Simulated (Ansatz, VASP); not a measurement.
**HfMnTeSeS2 (1T-HfS2 under 1T-MnSeTe, AA): VASP beside Ansatz**

Wanted: the spread between two codes on one cell, functional and k mesh. The structure shown is the start of the Ansatz relaxation below; VASP solves that cell, so the two are compared at the walk's first step.

Program: Ansatz 0.2.0. Level of theory: plane waves, with VASP 6.6.1 beside it; single point at PBE with D3(BJ). Results are calculated unless marked as measured.

## (1) The starting structure

The cell holds 6 atoms: 2 S, 1 Hf, 1 Te, 1 Mn and 1 Se. Cell: a = 3.639 Å, b = 3.639 Å, c = 42.365 Å, α = 90.0°, β = 90.0°, γ = 120.0°. Vacuum lies along c. The height across the vacuum is the one that the program set for its solve, not the one typed.

## (2) Ansatz: relaxation, PBE with D3(BJ)

Ansatz runs on its default PAW (the set named soft_2) files.

The two programs are compared at the cell with which this relaxation starts, whose forces are those of its first step.

input.yaml reads:

```yaml
crystal:
  lattice:
    - [3.63863825, 0.0, 0.0]
    - [-1.819319125, 3.1511531597, 0.0]
    - [0.0, 0.0, 27.2824165214]
  atoms:
    - { symbol: S, position: [0.6666666667, 0.3333333333, 0.3298828017] }
    - { symbol: Hf, position: [0.0, 0.0, 0.3887514725] }
    - { symbol: S, position: [0.3333333333, 0.6666666667, 0.4476201432] }
    - { symbol: Te, position: [0.6666666667, 0.3333333333, 0.5630791238] }
    - { symbol: Mn, position: [0.0, 0.0, 0.622384157], spin: 4.0 }
    - { symbol: Se, position: [0.3333333333, 0.6666666667, 0.6701171983] }
  periodic: [true, true, false]
magnetization:
  spin_polarized: true
kpoints:
  mp_grid: { grid: [12, 12, 1] }
hamiltonian:
  xc: pbe
  dispersion: d3bj
scf:
  occupations: { method: fermi_dirac, width: 0.05 }
  convergence: { dr2_threshold: 1.0e-09 }
relax:
  f_tol: 0.004
  max_steps: 90
  cell: {}
output:
  write_potential: true
  write_density: true
  volumetric_format: npy
```

Command:

```sh
ansatz run input.yaml --threads 4 --pin off --max-ram 6144MiB --backend cpu --events-out ev --progress --plain --runs-dir out
```

Numbers of over 12 decimals in the logs are rounded to 6 here.

Output:

```text
Warning: crystal.periodic: the lattice vector that does not repeat stood 0.000° off the slab's normal, 27.282 Å along it as the deck builds it. The run solves the slab on a vector along the normal, 42.365 Å long, with every atom where it was (on the deck's vector they left 18.00 Å outside them, and the widest stretch free of ions among them is 3.15 Å). A fractional position that the run reports is one of the run's ce [...]
Warning: relax.cell: scf.convergence.dr2_threshold = 1e-9 eV is looser than the 1.61372055373e-10 eV advised for a relaxation that steers and ends on the stress (1e-10 eV for each atom of the cell: 6, times the square of relax.cell.stress_2d_tol = 0.05 N/m over 19.3 Å (the atoms' height at the walk's start and 5 Å past either face), 2.593e-2 GPa, over a crystal's default 0.05). What an SCF threshold leaves in a stress goes as its square root, and in the free energy as the threshold itself, and one threshold admits the most on a small cell: [figures from the program's tests cut] Set scf.convergence.dr2_threshold to 1.61372055373e-10 eV or tighter. [rest of the remark cut]
crystal.periodic: the lattice vector that does not repeat stood 0.000° off the slab's normal, 27.282 Å along it as the deck builds it. The run solves the slab on a vector along the normal, 42.365 Å long, with every atom where it was (on the deck's vector they left 18.00 Å outside them, and the widest stretch free of ions among them is 3.15 Å). A fractional position that the run reports is one of the run's cell, which [...]
Engine: ansatz 0.2.0, aarch64-unknown-linux-gnu
Pseudopotentials: kind: paw
Pseudopotential: S, paw, valence charge 6, recommended cutoff 420 eV (normal), S.paw.azcp
Pseudopotential: Hf, paw, valence charge 26, recommended cutoff 420 eV (normal), Hf.paw.azcp
Pseudopotential: Te, paw, valence charge 16, recommended cutoff 420 eV (normal), Te.paw.azcp
Pseudopotential: Mn, paw, valence charge 15, recommended cutoff 420 eV (normal), Mn.paw.azcp
[...]
SCF 17 converged in 9 iterations: F = -33880.990711 eV  dr2 = 4.67e-10
relax step  17: F+E_penalty+E_count = -33880.99071058 eV  Δ(F+E_penalty+E_count) = +3.007e-4 eV  max|allowed force component| = 9.482e-4 eV/Å  Δτ_max = 0.0000 Å  P = +0.000 N/m  Ω = 479.026 Å³  fix = [c, alpha, beta]  reactions: c +0.000 N/m  stress off target by 3.97e-4 N/m on what of the cell is left free  SCF on the basis re-selected at this cell (its energy is not comparable with the rows above)  (9 SCF iters)
basis re-selected at this cell: Δ(F+E_penalty+E_count) = +3.007e-4 eV, ΔP = +0.002 N/m vs the last step (what re-selecting the basis moved, of the pressure what is left beyond the Pulay correction that the steps carried, after the strain that the cell walked since its last selection, with what the two solves' SCF thresholds leave and, on support functions, any second-order correction that the steps lacked; it is no m [...]
WARN: The output density's exchange-correlation potential varies sharply where the density is thin. Do not read a vacuum level from v_tot or v_xc, or from such a field of the output density. On a cell that repeats whose density bears no net charge and no dipole along the vacuum's axis use v_es (v_loc + v_h of the components); under efield.dipole_correction with no amplitude use v_es + v_field, which holds any externa [...]
SCF converged after 9 iterations
an eigenvalue changed by more than its tolerance at an iteration that met the thresholds in force, so the SCF went on 2 times, its first undamped step at iteration 8: the last check found none over its tolerance
Magnetization: 2.8979 μB (43.9490 up, 41.0510 down)
Absolute magnetization: 3.4989 μB (∫|ρ↑−ρ↓|, with the PAW one-centre terms)
Spin contamination: 0.2179 ħ² per cell (⟨S²⟩ above its minimum at these occupations)
Per-site moments (μB) at R_I (Å): [(-0.00030948, 1.048712), (0.00192804, 1.048712), (-0.00180172, 1.052476), (-0.109072, 1.118832), (2.955710, 1.026038), (-0.067507, 1.026038)]
Free energy (F): -33880.990711 eV
Harris-Foulkes:  -33880.990711 eV  (|F-HF|=6.48e-10)
Internal energy: -33880.973194 eV  (E = F + TS)
E sigma→0 (E₀):  -33880.981952 eV
Entropy (-TS):   -0.017516 eV (-2.919 meV/atom)
Fermi energy:    -5.130794 eV
--- Per-component energies (eV) ---
  E_band       = -2418.983852
  E_kinetic    = 1235.236949
  E_local      = -408099.450429  (includes V_loc(G=0)·N_el)
  E_nonlocal   = -1848.004013
  E_hartree    = 203063.787010
  E_xc         = -835.046992
  E_vxc        = -786.936199  (∫ρ·V_xc dr)
  E_paw        = -16003.051991  (= ΣΔE_a)
  E_vpaw       = 952.596147  (= ΣTr[D̂ρ^β])
  E_aug_tail   = -0.000776  (compensation charges beyond the density's cutoff)
  E_ewald      = 188607.527949
  E_disp       = -1.970901  (pairwise vdW)
  E_smearing   = -0.017516  (= −TS)
  E_closure    = 0.000000  (closes the sum)
  Σ components = -33880.990711   (vs F -33880.990711, Δ=0.00e0)
--- Forces (eV/Å), atoms counted from 1 ---
  atom   1  S      0.00000000     0.00000000     0.00002370
  atom   2  Hf     0.00000000     0.00000000    -0.00016789
  atom   3  S      0.00000000    -0.00000000     0.00025620
  atom   4  Te     0.00000000     0.00000000     0.00094830
  atom   5  Mn     0.00000000    -0.00000000    -0.00037445
  atom   6  Se     0.00000000    -0.00000000    -0.00068507
  max |Σ_I F_I| component: 7.92e-7 eV/Å
--- 2D stress c σ (N/m, compression-positive) ---
        0.000397      -0.000000       0.000000
       -0.000000       0.000397      -0.000000
        0.000000      -0.000000       0.000000
  P = ½ c Tr σ = 0.0004 N/m
--- Band table (eV; the first three rows and the last of 38) ---
  k-point 0 ↑: bands = ["-86.5191", "-68.1815", "-55.2759", "-55.2759", "-55.2100", "-52.8372", "-52.8372", "-52.8128", "-52.8128", "-52.8024", "-42.1242", "-42.1242", "-42.0716", "-42.0716", "-42.0580", "-36.8642", "-36.7598", "-36.7598", "-19.2555", "-18.8832", "-18.3691", "-18.1399", "-18.1213", "-18.1213", "-18.1107", "-18.1107", "-18.1027", "-17.6736", "-17.2231", "-10.7946", "-10.0664", "-8.9259", "-8.9259", "-8.8148", "-8.8148", "-7.9313", "-7.8079", "-7.8079", "-6.9814", "-6.3537", "-6.3537", "-6.0897", "-4.5962", "-4.5962", "-4.2367", "-4.2367", "-3.5242", "-3.0948", "-3.0948", "-0.9171", "-0.6821", "-0.6821", "-0.6161", "-0.2565"]
  k-point 1 ↑: bands = ["-86.5191", "-68.1810", "-55.2764", "-55.2760", "-55.2100", "-52.8373", "-52.8372", "-52.8128", "-52.8127", "-52.8024", "-42.1242", "-42.1232", "-42.0719", "-42.0717", "-42.0575", "-36.8615", "-36.7737", "-36.7629", "-19.1779", "-18.8191", "-18.3606", "-18.1391", "-18.1204", "-18.1177", "-18.1115", "-18.1109", "-18.1043", "-17.6746", "-17.1689", "-10.7066", "-9.9944", "-9.1284", "-8.9257", "-8.8849", "-8.7849", "-7.8877", "-7.8408", "-7.7426", "-6.9790", "-6.8608", "-6.5531", "-6.0093", "-5.0049", "-4.6986", "-4.2195", "-3.9868", "-3.6546", "-3.3408", "-3.2022", "-1.1158", "-0.7190", "-0.6610", "-0.4424", "0.2267"]
  k-point 2 ↑: bands = ["-86.5190", "-68.1797", "-55.2778", "-55.2764", "-55.2099", "-52.8373", "-52.8371", "-52.8128", "-52.8127", "-52.8023", "-42.1242", "-42.1206", "-42.0728", "-42.0719", "-42.0560", "-36.8542", "-36.8113", "-36.7714", "-18.9636", "-18.6377", "-18.3362", "-18.1371", "-18.1178", "-18.1144", "-18.1118", "-18.1082", "-18.1023", "-17.6862", "-17.0004", "-10.4676", "-9.8192", "-9.4316", "-9.1728", "-8.7866", "-8.7077", "-8.0971", "-7.9152", "-7.9005", "-7.6001", "-6.9612", "-6.9338", "-6.0055", "-5.7139", "-5.0011", "-4.5659", "-4.3826", "-3.4854", "-3.4006", "-2.9569", "-1.4041", "-0.7475", "-0.2121", "-0.0025", "0.6712"]
  k-point 18 ↓: bands = ["-83.2300", "-68.1725", "-52.8554", "-52.8539", "-52.8274", "-52.8251", "-52.8107", "-52.0689", "-52.0148", "-52.0089", "-42.1369", "-42.1367", "-42.1006", "-42.1005", "-42.0778", "-36.8987", "-36.8981", "-36.8167", "-18.2453", "-18.2215", "-18.1293", "-18.1266", "-18.1187", "-18.1185", "-18.1057", "-17.7038", "-17.6927", "-17.5965", "-15.7525", "-10.1494", "-9.9301", "-9.7828", "-9.7416", "-9.5272", "-9.3196", "-8.4633", "-8.3543", "-8.2185", "-8.1132", "-7.4239", "-7.3878", "-4.3803", "-4.2551", "-4.2073", "-3.7189", "-3.4707", "-3.2102", "-2.7001", "-2.6508", "-0.3628", "-0.3597", "-0.3298", "1.5168", "1.7109"]
  the weakly bound empty levels are not read free of the cell's end (no_gap_told)
--- Relaxed structure (16 steps of the walk, 13 accepted, 1 SCFs on fresh bases) ---
  F+E_penalty+E_count = -33880.99071058 eV   max|allowed force component| = 9.482e-4 eV/Å   (the final SCF, on the basis selected at the relaxed cell)
  cell:  # Å, volume = 479.0263 Å³
    - [3.613363, 0, 0]
    - [-1.806682, 3.129264, 0]
    - [0, 0, 42.364833]
  atoms:
    - { symbol: S, position: [0.666667, 0.333333, 0.217329] }
    - { symbol: Hf, position: [2.4542342096782595e-18, 0, 0.251627] }
    - { symbol: S, position: [0.333333, 0.666667, 0.286301] }
    - { symbol: Te, position: [0.666667, 0.333333, 0.358988] }
    - { symbol: Mn, position: [-1.7402067519473093e-18, 0, 0.399903] }
    - { symbol: Se, position: [0.333333, 0.666667, 0.431877] }
```

(Part 1 of 2 ends here.)

[Lines on the potential files, build, host, timing and source positions are cut from VASP's logs without a mark.]

[Logs are printed without paths, hosts, clocks, repeated set-up lines and the standing remarks that a program may print on its own settings, such as how far it seeks lower states.]

[Hosts, paths, dates, database ids (printed as entryN), source tags and the programs' standing remarks are cut or masked in the printed files.]
